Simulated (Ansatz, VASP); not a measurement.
# Ge (amorphous Ge): VASP beside Ansatz

Aim: how closely do two programs agree when they are given the same cell, functional and k mesh? The cell is taken from a series of runs on this material, whose earlier steps may have relaxed, scaled, displaced or heated it; both programs get it as it stands.

Calculated with Ansatz 0.2.0; plane waves, with VASP 6.6.1 beside it; single point at PBE.

## (1) Set-up

The cell holds 61 atoms: 61 Ge. Cell: a = 11.099 Å, b = 11.099 Å, c = 11.099 Å, α = 90.0°, β = 90.0°, γ = 90.0°. As first built, before any earlier steps moved the atoms (in the runner's words): 61 atoms (61 Ge) placed at random at 5.38 g/cm^3, melted at 3500 K for 10 ps at fixed volume with the Tersoff potential (Tersoff, Phys. Rev. B 39, 5566 (1989)). Quenched from 3500 K to 100 K at 5 K/ps and fixed volume, held 5 ps, then minimised at fixed cell.

## (2) Ansatz: single point, PBE, pair 1

Ansatz runs on its default PAW (the set named soft_2) files.

A single point gives forces, pressure and levels at one fixed geometry, so differences don't come from the geometry; what else differs is listed under the comparison.

File input.yaml:

```yaml
crystal:
  lattice:
    - [11.0988, 0.0, 0.0]
    - [0.0, 11.0988, 0.0]
    - [0.0, 0.0, 11.0988]
  atoms:
    - { symbol: Ge, position: [0.86395, 0.69006, 0.51904] }
    - { symbol: Ge, position: [0.18642, 0.78725, 0.1209] }
    - { symbol: Ge, position: [0.4683, 0.89072, 0.34933] }
    - { symbol: Ge, position: [0.54561, 0.61026, 0.08755] }
    - { symbol: Ge, position: [0.9667, 0.04655, 0.54788] }
    - { symbol: Ge, position: [0.60681, 0.55506, 0.72397] }
    - { symbol: Ge, position: [0.07166, 0.96524, 0.20623] }
    - { symbol: Ge, position: [0.10964, 0.45069, 0.12803] }
    - { symbol: Ge, position: [0.9779, 0.82418, 0.81869] }
    - { symbol: Ge, position: [0.50158, 0.09602, 0.24707] }
    - { symbol: Ge, position: [0.52257, 0.28329, 0.36713] }
    - { symbol: Ge, position: [0.99903, 0.83388, 0.60465] }
    - { symbol: Ge, position: [0.15622, 0.25124, 0.5438] }
    - { symbol: Ge, position: [0.45414, 0.41174, 0.03293] }
    - { symbol: Ge, position: [0.77398, 0.9576, 0.03566] }
    - { symbol: Ge, position: [0.34836, 0.3613, 0.5699] }
    - { symbol: Ge, position: [0.91801, 0.49468, 0.61248] }
    - { symbol: Ge, position: [0.87773, 0.28397, 0.3291] }
    - { symbol: Ge, position: [0.5991, 0.08327, 0.04868] }
    - { symbol: Ge, position: [0.80697, 0.39626, 0.9653] }
    - { symbol: Ge, position: [0.4294, 0.95693, 0.98834] }
    - { symbol: Ge, position: [0.38241, 0.48238, 0.38166] }
    - { symbol: Ge, position: [0.25616, 0.09524, 0.0092] }
    - { symbol: Ge, position: [0.61613, 0.00965, 0.4892] }
    - { symbol: Ge, position: [0.71896, 0.41315, 0.60252] }
    - { symbol: Ge, position: [0.41196, 0.79607, 0.14018] }
    - { symbol: Ge, position: [0.52539, 0.67379, 0.40199] }
    - { symbol: Ge, position: [0.86975, 0.70328, 0.29705] }
    - { symbol: Ge, position: [0.76394, 0.79973, 0.87375] }
    - { symbol: Ge, position: [0.66497, 0.23786, 0.72324] }
    - { symbol: Ge, position: [0.44035, 0.89258, 0.78052] }
    - { symbol: Ge, position: [0.65567, 0.70679, 0.57834] }
    - { symbol: Ge, position: [0.31093, 0.39758, 0.86876] }
    - { symbol: Ge, position: [0.19546, 0.75647, 0.55483] }
    - { symbol: Ge, position: [0.30096, 0.72106, 0.74444] }
    - { symbol: Ge, position: [0.81215, 0.06786, 0.38892] }
    - { symbol: Ge, position: [0.30711, 0.37748, 0.19572] }
    - { symbol: Ge, position: [0.67986, 0.58981, 0.26732] }
    - { symbol: Ge, position: [0.12642, 0.49913, 0.91855] }
    - { symbol: Ge, position: [0.394, 0.52195, 0.7168] }
    - { symbol: Ge, position: [0.2934, 0.16202, 0.21927] }
    - { symbol: Ge, position: [0.03954, 0.11607, 0.05227] }
    - { symbol: Ge, position: [0.70198, 0.3994, 0.37883] }
    - { symbol: Ge, position: [0.93128, 0.03484, 0.88152] }
    - { symbol: Ge, position: [0.03265, 0.4018, 0.45536] }
    - { symbol: Ge, position: [0.79411, 0.06215, 0.70541] }
    - { symbol: Ge, position: [0.9472, 0.30573, 0.12304] }
    - { symbol: Ge, position: [0.35833, 0.05746, 0.66294] }
    - { symbol: Ge, position: [0.86174, 0.91508, 0.23431] }
    - { symbol: Ge, position: [0.07515, 0.63522, 0.23679] }
    - { symbol: Ge, position: [0.25024, 0.18947, 0.81028] }
    - { symbol: Ge, position: [0.64502, 0.89042, 0.69372] }
    - { symbol: Ge, position: [0.61747, 0.276, 0.94366] }
    - { symbol: Ge, position: [0.14699, 0.71826, 0.90799] }
    - { symbol: Ge, position: [0.69491, 0.59583, 0.92458] }
    - { symbol: Ge, position: [0.50707, 0.19342, 0.57593] }
    - { symbol: Ge, position: [0.29522, 0.93749, 0.48259] }
    - { symbol: Ge, position: [0.03969, 0.19299, 0.73673] }
    - { symbol: Ge, position: [0.96613, 0.39758, 0.80578] }
    - { symbol: Ge, position: [0.15545, 0.07651, 0.38932] }
    - { symbol: Ge, position: [0.17943, 0.57625, 0.41876] }
kpoints:
  mp_grid: { grid: [1, 1, 1] }
hamiltonian:
  xc: pbe
scf:
  occupations: { method: gaussian, width: 0.05 }
output:
  forces: true
```

Launch:

```bash
ansatz run input.yaml --threads 4 --pin off --max-ram 8192MiB --backend cpu --events-out ev --progress --plain --runs-dir out
```

Numbers of over 12 decimals in the logs are rounded to 6 here.

Log:

```text
Engine: ansatz 0.2.0, aarch64-unknown-linux-gnu
Pseudopotentials: kind: paw
Pseudopotential: Ge, paw, valence charge 14, recommended cutoff 420 eV (normal), Ge.paw.azcp
Functional definition: PBE
  parameter kappa = 0.804
  parameter beta = 0.066725
  exchange = pbe_x(kappa = kappa, mu = beta*pi^2/3)
  correlation = pbe_c(beta = beta)
Crystal: 61 atoms, lattice volume = 1367.187 Å³
Basis set: ecut = 420 eV, 26745 PW (Γ), exchange–correlation on 150×150×150 points (8 copies of the dense FFT grid, shifted against one another)
Bands: 488, of which v1, the nominal top of the filled ones, is band 427 counted from 1 (426 counted from 0)
Symmetry: 1 space group operations
Space group: P1 (ITA 1), of the structure as read, at distance tolerance 1.1e-4 Å
k-points: 1
Non-local potential: Ge, projectors of the file, l = 0: 2, l = 1: 2, l = 2: 3, l = 3: 1
PAW form: soft (Blöchl's): semilocal exchange-correlation on the pseudo side does not see the compensation charge
PAW one-centre angular grid: Ge, 590 points (default); XC on 64 Gauss nodes
Initial density: superposition of atomic densities (neutral atoms: chi_scale 0, normalization atom), corrected by the library's trained network
Initial wavefunctions: pseudopotential atomic-orbital guess
Functional: x = pbe(κ = 0.804, μ = 0.219515), c = pbe(β = 0.066725)
SCF iter   1: F=—  HF=-261978.017474 eV  |F-HF|=—  |Δ(HF+E_count)|=         —  Δρ=4.22e-3  dr2=6.52e-1  ethr=1.77e-3  ⟨swp⟩=6.0  Hψ=1730  notcnv=0
preconditioner: auto → Resta (q_TF=auto, 2.522 Å⁻¹)  ε∞=2.9  [insulator: Δε(μ)=0.190 eV  Ē_g=21.535 eV  σ=0.050 eV  W_gap=0.99  n_scr=364 (ndim 8)  ℏωp=29.3 eV  f_vac=0.076  D(μ)=1.21/eV (n_scr^D=0)  ε∞_Penn≈2.9]
SCF iter   2: F=—  HF=-261977.876994 eV  |F-HF|=—  |Δ(HF+E_count)|=   1.40e-1  Δρ=2.20e-3  dr2=1.60e-1  ethr=7.63e-5  ⟨swp⟩=2.0  Hψ=601  notcnv=0  defer=54
preconditioner: auto → LDOS  [insulator: Δε(μ)=0.134 eV  Ē_g=21.513 eV  σ=0.050 eV  W_gap=0.94  n_scr=364 (ndim 8)  ℏωp=29.3 eV  f_vac=0.077  D(μ)=7.47/eV (n_scr^D=26)  ε∞_Penn≈2.9  β→1.0]
SCF iter   3: F=—  HF=-261977.863520 eV  |F-HF|=—  |Δ(HF+E_count)|=   1.35e-2  Δρ=9.34e-4  dr2=6.08e-2  ethr=1.87e-5  ⟨swp⟩=2.0  Hψ=868  notcnv=0  defer=54
SCF iter   4: F=—  HF=-261977.855468 eV  |F-HF|=—  |Δ(HF+E_count)|=   8.05e-3  Δρ=2.86e-4  dr2=5.18e-3  ethr=7.12e-6  ⟨swp⟩=2.0  Hψ=538  notcnv=0  defer=54
SCF iter   5: F=—  HF=-261977.855203 eV  |F-HF|=—  |Δ(HF+E_count)|=   2.65e-4  Δρ=1.10e-4  dr2=5.20e-4  ethr=6.07e-7  ⟨swp⟩=2.0  Hψ=538  notcnv=0  defer=54
SCF iter   6: F=—  HF=-261977.855218 eV  |F-HF|=—  |Δ(HF+E_count)|=   1.46e-5  Δρ=3.78e-5  dr2=3.18e-5  ethr=6.09e-8  ⟨swp⟩=2.0  Hψ=538  notcnv=0  defer=54
SCF iter   7: F=—  HF=-261977.854480 eV  |F-HF|=—  |Δ(HF+E_count)|=   7.38e-4  Δρ=1.51e-5  dr2=8.63e-6  ethr=3.72e-9  ⟨swp⟩=2.0  Hψ=611  notcnv=0  defer=54
SCF iter   8: F=—  HF=-261977.854483 eV  |F-HF|=—  |Δ(HF+E_count)|=   3.04e-6  Δρ=5.38e-6  dr2=9.94e-7  ethr=1.01e-9  ⟨swp⟩=2.0  Hψ=557  notcnv=0  defer=54
SCF iter   9: F=—  HF=-261977.854483 eV  |F-HF|=—  |Δ(HF+E_count)|=   4.82e-7  Δρ=2.33e-6  dr2=2.24e-7  ethr=1.16e-10  ⟨swp⟩=2.0  Hψ=557  notcnv=0  defer=54
SCF iter  10: F=-261977.854483 eV  HF=-261977.854483 eV  |F-HF|=2.62e-10  |Δ(HF+E_count)|=   7.68e-8  Δρ=9.38e-7  dr2=2.90e-8  ethr=1.17e-11  ⟨swp⟩=4.0  Hψ=1369  notcnv=0
SCF 1 converged in 10 iterations: F = -261977.854483 eV  dr2 = 2.90e-8
  greatest PAW one-centre occupation: 0.998 electrons in one spin orbital (limit 2), on the Ge atom at site 23 (counted from 0), in its partial waves of l = 2
SCF converged after 10 iterations
Free energy (F): -261977.854483 eV
Harris-Foulkes:  -261977.854483 eV  (|F-HF|=2.62e-10)
Internal energy: -261977.845830 eV  (E = F + TS)
E sigma→0 (E₀):  -261977.850157 eV
Entropy (-TS):   -0.008653 eV (-0.142 meV/atom)
Fermi energy:    8.402598 eV
--- Per-component energies (eV) ---
  E_band       = -8997.651425
  E_kinetic    = 6811.106995
  E_local      = -152492.032158  (includes V_loc(G=0)·N_el)
  E_nonlocal   = 25500.819261
  E_hartree    = 67075.729721
  E_xc         = -4617.776209
  E_vxc        = -3950.419065  (∫ρ·V_xc dr)
  E_paw        = -123173.882231  (= ΣΔE_a)
  E_vpaw       = -19018.592347  (= ΣTr[D̂ρ^β])
  E_aug_tail   = 0.019803  (compensation charges beyond the density's cutoff)
  E_ewald      = -81081.831012
  E_smearing   = -0.008653  (= −TS)
  E_closure    = 0.000000  (closes the sum)
  Σ components = -261977.854483   (vs F -261977.854483, Δ=0.00e0)
--- Forces (eV/Å), atoms counted from 1 ---
  atom   1  Ge    -0.02487648    -0.24433369     0.06174415
  atom   2  Ge     0.39452619     0.21717610    -0.17655112
  atom   3  Ge    -0.19036526    -0.48668104    -0.31461004
  atom   4  Ge    -0.22887169    -0.08226869    -0.25245593
  atom   5  Ge    -0.27169928     0.25606207     0.52016896
  atom   6  Ge     0.11114371    -0.25027157     0.26852656
  atom   7  Ge     0.00558508    -0.09627903     0.13475841
  atom   8  Ge    -0.00312518     0.04899102     0.22511010
  atom   9  Ge    -0.29830002     0.32532921     0.42325404
  atom  10  Ge     0.32504147    -0.16986048    -0.01166301
  atom  11  Ge     0.02453486    -0.54632200     0.18059952
  atom  12  Ge     0.09939506     0.21121646    -0.03040119
  atom  13  Ge    -0.19078112    -0.43102687    -0.40532687
  atom  14  Ge     0.15225465    -0.25283869     0.23079487
  atom  15  Ge     0.44371623    -0.60973505    -0.09728316
  atom  16  Ge     0.65294655     0.18250057    -0.62652102
  atom  17  Ge     0.03154375     0.18391672     0.35935904
  atom  18  Ge     0.26018484    -0.29117319     0.05362134
  atom  19  Ge    -0.24153138     0.26521625     0.36900980
  atom  20  Ge     0.05165978    -0.05437674    -0.15103549
  atom  21  Ge    -0.47935121    -0.34398040    -0.17746221
  atom  22  Ge    -0.46849179     0.40273597    -0.25288737
  atom  23  Ge     0.18983924     0.24604539    -0.10959779
  atom  24  Ge     0.68398203     0.17509271    -0.38472800
[...]
atom  54  Ge     0.52636996     0.10419985     0.17427575
  atom  55  Ge     0.36637467     0.04446812     0.02404511
  atom  56  Ge    -0.35319166     0.06114124     0.21142595
  atom  57  Ge    -0.07829943    -0.08566221     0.00451285
  atom  58  Ge    -0.19597040     0.05076728     0.32170246
  atom  59  Ge    -0.24358356     0.07621002    -0.19366579
  atom  60  Ge     0.59535788     0.33442362    -0.55972608
  atom  61  Ge    -0.10245849    -0.26840630     0.21327046
  max |Σ_I F_I| component: 2.58e-5 eV/Å
```

Reading the cycles: dr2 is the Hartree energy of the density residual (eV), the measure of convergence; HF is the Harris–Foulkes estimate of the energy, which meets the free energy F at convergence.

## (3) VASP: single point, PBE, pair 1

The same cell, functional, mesh and smearing now go to VASP, with its own data sets.

Lines of VASP's logs that name or quote its potential files are left out, and so is its time.

File INCAR:

```
SYSTEM = Ge
PREC = Accurate
ENCUT = 410
EDIFF = 1E-06
NELM = 120
ISMEAR = 0
SIGMA = 0.05
LREAL = Auto
ALGO = Normal
GGA = PE
NBANDS = 496
LORBIT = 11
LWAVE = .FALSE.
LCHARG = .FALSE.
ISIF = 2
LASPH = .TRUE.
GGA_COMPAT = .FALSE.
EFERMI = MIDGAP
NCORE = 2
```

File POSCAR:

```
Ge
1.0
   11.0988000000      0.0000000000      0.0000000000
    0.0000000000     11.0988000000      0.0000000000
    0.0000000000      0.0000000000     11.0988000000
Ge
61
Direct
    0.8639500000      0.6900600000      0.5190400000
    0.1864200000      0.7872500000      0.1209000000
    0.4683000000      0.8907200000      0.3493300000
    0.5456100000      0.6102600000      0.0875500000
    0.9667000000      0.0465500000      0.5478800000
    0.6068100000      0.5550600000      0.7239700000
    0.0716600000      0.9652400000      0.2062300000
    0.1096400000      0.4506900000      0.1280300000
    0.9779000000      0.8241800000      0.8186900000
    0.5015800000      0.0960200000      0.2470700000
    0.5225700000      0.2832900000      0.3671300000
    0.9990300000      0.8338800000      0.6046500000
    0.1562200000      0.2512400000      0.5438000000
    0.4541400000      0.4117400000      0.0329300000
    0.7739800000      0.9576000000      0.0356600000
    0.3483600000      0.3613000000      0.5699000000
    0.9180100000      0.4946800000      0.6124800000
    0.8777300000      0.2839700000      0.3291000000
    0.5991000000      0.0832700000      0.0486800000
    0.8069700000      0.3962600000      0.9653000000
    0.4294000000      0.9569300000      0.9883400000
    0.3824100000      0.4823800000      0.3816600000
    0.2561600000      0.0952400000      0.0092000000
    0.6161300000      0.0096500000      0.4892000000
    0.7189600000      0.4131500000      0.6025200000
    0.4119600000      0.7960700000      0.1401800000
    0.5253900000      0.6737900000      0.4019900000
    0.8697500000      0.7032800000      0.2970500000
    0.7639400000      0.7997300000      0.8737500000
    0.6649700000      0.2378600000      0.7232400000
    0.4403500000      0.8925800000      0.7805200000
    0.6556700000      0.7067900000      0.5783400000
    0.3109300000      0.3975800000      0.8687600000
    0.1954600000      0.7564700000      0.5548300000
    0.3009600000      0.7210600000      0.7444400000
    0.8121500000      0.0678600000      0.3889200000
    0.3071100000      0.3774800000      0.1957200000
    0.6798600000      0.5898100000      0.2673200000
    0.1264200000      0.4991300000      0.9185500000
    0.3940000000      0.5219500000      0.7168000000
    0.2934000000      0.1620200000      0.2192700000
    0.0395400000      0.1160700000      0.0522700000
    0.7019800000      0.3994000000      0.3788300000
    0.9312800000      0.0348400000      0.8815200000
    0.0326500000      0.4018000000      0.4553600000
    0.7941100000      0.0621500000      0.7054100000
    0.9472000000      0.3057300000      0.1230400000
    0.3583300000      0.0574600000      0.6629400000
    0.8617400000      0.9150800000      0.2343100000
    0.0751500000      0.6352200000      0.2367900000
    0.2502400000      0.1894700000      0.8102800000
    0.6450200000      0.8904200000      0.6937200000
    0.6174700000      0.2760000000      0.9436600000
    0.1469900000      0.7182600000      0.9079900000
    0.6949100000      0.5958300000      0.9245800000
    0.5070700000      0.1934200000      0.5759300000
    0.2952200000      0.9374900000      0.4825900000
    0.0396900000      0.1929900000      0.7367300000
    0.9661300000      0.3975800000      0.8057800000
    0.1554500000      0.0765100000      0.3893200000
    0.1794300000      0.5762500000      0.4187600000
```

File KPOINTS:

```
Automatic mesh
0
Gamma
1 1 1
0 0 0
```

PAW data sets: Ge_d (PBE family, release 64).

Launch:

```bash
mpirun -np 8 vasp_gam
```

Log:

```text
[banner, memory and clock lines left out]
running    8 mpi-ranks, on    1 nodes
[...]
LDA part: xc-table for (Slater+PW92), standard interpolation
 POSCAR, INCAR and KPOINTS ok, starting setup
[...]
entering main loop
       N       E                     dE             d eps       ncg     rms          rms(c)
DAV:   1     0.161411711856E+05    0.16141E+05   -0.30456E+05   992   0.489E+03
DAV:   2     0.374170420181E+04   -0.12399E+05   -0.11965E+05   992   0.109E+03
DAV:   3     0.483695399257E+03   -0.32580E+04   -0.31235E+04   992   0.302E+02
DAV:   4    -0.191148575781E+03   -0.67484E+03   -0.61990E+03  1120   0.128E+02
[...]
DAV:  17    -0.259433814112E+03   -0.44253E-05   -0.33719E-05  1528   0.384E-02    0.254E-03
DAV:  18    -0.259433817906E+03   -0.37933E-05   -0.35492E-05   928   0.191E-02    0.255E-03
DAV:  19    -0.259433817828E+03    0.77795E-07   -0.19200E-06   640   0.140E-02
   1 F= -.25943382E+03 E0= -.25942947E+03  d E =-.869295E-02
```

Parts of OUTCAR (step 3):

```text
  Total       46.3211999     30.7122032     44.4084808      1.0828932    -12.3755992      3.9733182
  in kB       54.2828082     35.9909639     52.0413342      1.2690190    -14.5026959      4.6562453
  external PRESSURE =      47.4383688 kB  Pullay stress =       0.0000000 kB

 POSITION                                       TOTAL-FORCE (eV/Angst)
 -----------------------------------------------------------------------------------
      9.58881      7.65884      5.76072        -0.026252     -0.242654      0.064579
      2.06904      8.73753      1.34184         0.395819      0.215598     -0.177667
      5.19757      9.88592      3.87714        -0.193126     -0.488685     -0.313702
      6.05562      6.77315      0.97170        -0.228392     -0.083055     -0.254748
     10.72921      0.51665      6.08081        -0.274902      0.252511      0.519821
      6.73486      6.16050      8.03520         0.108510     -0.247102      0.265149
      0.79534     10.71301      2.28891        -0.001870     -0.095114      0.132902
      1.21687      5.00212      1.42098        -0.003990      0.050305      0.222422
     10.85352      9.14741      9.08648        -0.297426      0.327328      0.421298
      5.56694      1.06571      2.74218         0.324631     -0.167189     -0.015011
      5.79990      3.14418      4.07470         0.033668     -0.547160      0.179806
     11.08803      9.25507      6.71089         0.100728      0.206497     -0.027691
      1.73385      2.78846      6.03553        -0.192792     -0.424293     -0.410938
      5.04041      4.56982      0.36548         0.150015     -0.250872      0.228077
[...]
-----------------------------------------------------------------------------------
    total drift:                               -0.008555     -0.013589      0.003474

  FREE ENERGIE OF THE ION-ELECTRON SYSTEM (eV)
  ---------------------------------------------------
  free  energy   TOTEN  =      -259.4338178278 eV

  energy  without entropy=     -259.4251248737  energy(sigma->0) =     -259.42947135

[... 3 further parts left out ...]
[key lines of the parts left out:]
E-fermi :   4.7804
```

The run ends at a pressure of 4.74 GPa, with forces up to 0.92 eV/Å.

## (4) Side by side

Known differences besides the potentials themselves: the cutoff is 420 eV in Ansatz and 410 eV in VASP (PREC = Accurate, projectors in real space). Total energies have different zeros and are not compared.

Both answers:

| quantity | Ansatz | VASP | difference |
| --- | --- | --- | --- |
| gap on the k mesh (eV) | 0.137 | 0.137 | 0.000 |

Forces on 10 of the 61 atoms, those with the largest forces and the largest differences (eV/Å; atoms numbered as in POSCAR):

| atom | Ansatz x, y, z | VASP x, y, z |
| --- | --- | --- |
| Ge11 | 0.025, -0.546, 0.181 | 0.034, -0.547, 0.180 |
| Ge13 | -0.191, -0.431, -0.405 | -0.193, -0.424, -0.411 |
| Ge15 | 0.444, -0.610, -0.097 | 0.441, -0.610, -0.092 |
| Ge16 | 0.653, 0.182, -0.627 | 0.652, 0.186, -0.628 |
| Ge22 | -0.468, 0.403, -0.253 | -0.474, 0.404, -0.253 |
| Ge24 | 0.684, 0.175, -0.385 | 0.688, 0.175, -0.386 |
| Ge32 | -0.506, 0.528, -0.082 | -0.504, 0.528, -0.079 |
| Ge36 | -0.543, 0.479, -0.375 | -0.540, 0.479, -0.377 |
| Ge45 | -0.047, -0.086, -0.385 | -0.047, -0.090, -0.376 |
| Ge60 | 0.595, 0.334, -0.560 | 0.601, 0.329, -0.561 |

The forces differ by 3.1 meV/Å r.m.s., which is 1.2 % of the r.m.s. force of 0.264 eV/Å (both taken over all components). A gap on the mesh is an upper bound, since the band edges may lie between its points.

(Part 1 of 2 ends here.)

[Lines on the potential files, build, host, timing and source positions are cut from VASP's logs without a mark.]

[Logs are printed without paths, hosts, clocks, repeated set-up lines and the standing remarks that a program may print on its own settings, such as how far it seeks lower states.]

[Hosts, paths, dates, database ids (printed as entryN), source tags and the programs' standing remarks are cut or masked in the printed files.]
